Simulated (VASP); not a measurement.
A VASP calculation is set up with these files.

INCAR:
```
# general
SYSTEM = LiCl
PREC   = Accurate
ENCUT  = 530
LREAL  = F
LASPH  = T

# electronic loop
EDIFF  = 1E-6
NELM   = 100
ALGO   = Normal

# smearing
ISMEAR = 0
SIGMA  = 0.05

# functional
GGA    = PS

# ions
IBRION = 2
NSW    = 60
ISIF   = 3
EDIFFG = -0.01

# output
LWAVE  = F
LCHARG = F
```

KPOINTS:
```
Automatic mesh
0
Gamma
8 8 8
0 0 0
```

File POSCAR:
```
LiCl
1.0
  0.0000000000   2.5700000000   2.5700000000
  2.5700000000   0.0000000000   2.5700000000
  2.5700000000   2.5700000000   0.0000000000
Li Cl
1 1
Cartesian
  0.0000000000   0.0000000000   0.0000000000
  2.5700000000   2.5700000000   2.5700000000
```

POTCAR, in this order: Li_sv Cl (PBE.64 set). Program: vasp_std.

Q: Write an equivalent input for Quantum ESPRESSO's pw.x.

A: One equivalent input (not run):
```
&CONTROL
  calculation = 'vc-relax'
  pseudo_dir = './pseudo'
  outdir = './out'
  tprnfor = .true.
  tstress = .true.
  nstep = 60
  forc_conv_thr = 0.00039
/
&SYSTEM
  ibrav = 0
  nat = 2
  ntyp = 2
  ecutwfc = 74
  occupations = 'smearing'
  smearing = 'gaussian'
  degauss = 0.003675
  input_dft = 'pbesol'
/
&ELECTRONS
  conv_thr = 7.3e-08
  electron_maxstep = 100
/
&IONS
/
&CELL
/
ATOMIC_SPECIES
  Li 6.940 Li.upf
  Cl 35.450 Cl.upf
CELL_PARAMETERS angstrom
     0.0000000    2.5700000    2.5700000
     2.5700000    0.0000000    2.5700000
     2.5700000    2.5700000    0.0000000
ATOMIC_POSITIONS crystal
  Li   0.0000000  0.0000000  0.0000000
  Cl   0.5000000  0.5000000  0.5000000
K_POINTS automatic
  8 8 8 0 0 0
```
Limits of the translation: the potentials are each code's own (VASP's PAW set, PseudoDojo norm-conserving files in pw.x), so ENCUT and ecutwfc are chosen apart and not converted; conv_thr bounds pw.x's estimated SCF error, while EDIFF bounds the energy change between steps; forc_conv_thr acts on force components and is met together with etot_conv_thr.

The compound is LiCl in the rock salt structure. This run relaxes it. Symmetry was kept, so distortions that lower it aren't found.
